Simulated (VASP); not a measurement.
HfTeSe5:

```
Hf Te Se
1.0
     5.21128    0.00000    0.00000
     0.00000    5.21128    0.00000
     0.00000    0.00000    7.77540
Hf Te Se
1 1 5
Direct
  0.00000 0.00000 0.00000
  0.50000 0.50000 0.50000
  0.00000 0.00000 0.50000
  0.00000 0.50000 0.21348
  0.00000 0.50000 0.78652
  0.50000 0.00000 0.78652
  0.50000 0.00000 0.21348
```

The cell was built by a generator and needn't be a form met in nature.

- Program: VASP 6.6.1
- Task: relaxation of cell and atoms
- Functional: PBE
- Potentials or basis: VASP PAW PBE potentials, release 64 (Hf_pv, Te, Se)
- Cutoff: 520 eV
- k mesh: 3 × 3 × 2
- Occupations: gaussian, width 0.15 eV
- Spin: no spin polarisation

At the start: pressure -11.2 GPa; volume 30.17 Å³/atom.

Q: How do energy, volume and symmetry change on relaxing?

A: Over 16 steps the energy falls by 379.3 meV/atom and the volume is 23.75 Å³/atom (-21.3 %); space group P4/mmm (No. 123, to 0.05 Å).

Step by step:
```csv
step,energy change (eV),largest force (eV/Å),pressure (GPa),volume (Å³)
1,0.0000,0.6933,-11.23,211.16
2,-2.3827,0.2231,3.14,152.90
3,-2.4345,0.2785,0.21,158.56
4,-2.4332,0.2845,-0.27,159.51
5,-2.4491,0.2931,-0.32,159.72
6,-2.5045,0.3850,-0.24,160.31
7,-2.6234,0.2358,0.52,161.45
8,-2.1788,2.3986,5.10,163.49
9,-2.6276,0.2188,0.64,161.60
10,-2.6030,0.5179,2.32,162.58
11,-2.6374,0.1112,1.03,161.87
12,-2.6391,0.0007,1.33,162.07
13,-2.6491,0.0548,0.86,163.96
14,-2.6510,0.1078,0.59,165.42
15,-2.6545,0.0191,0.12,165.91
16,-2.6553,0.0379,-0.08,166.26
```

Final structure:
```
Hf Te Se
1.0
     4.92056    0.00000    0.00000
     0.00000    4.92056    0.00000
     0.00000    0.00000    6.86669
Hf Te Se
1 1 5
Direct
  0.00000 0.00000 0.00000
  0.50000 0.50000 0.50000
  0.00000 0.00000 0.50000
  0.00000 0.50000 0.18409
  0.00000 0.50000 0.81591
  0.50000 0.00000 0.81591
  0.50000 0.00000 0.18409
```

Caveat: the k mesh is coarse (spacing up to 0.40 Å⁻¹), so the values aren't converged; the volume moved by over 15 % at a fixed basis, so the end points are rough.
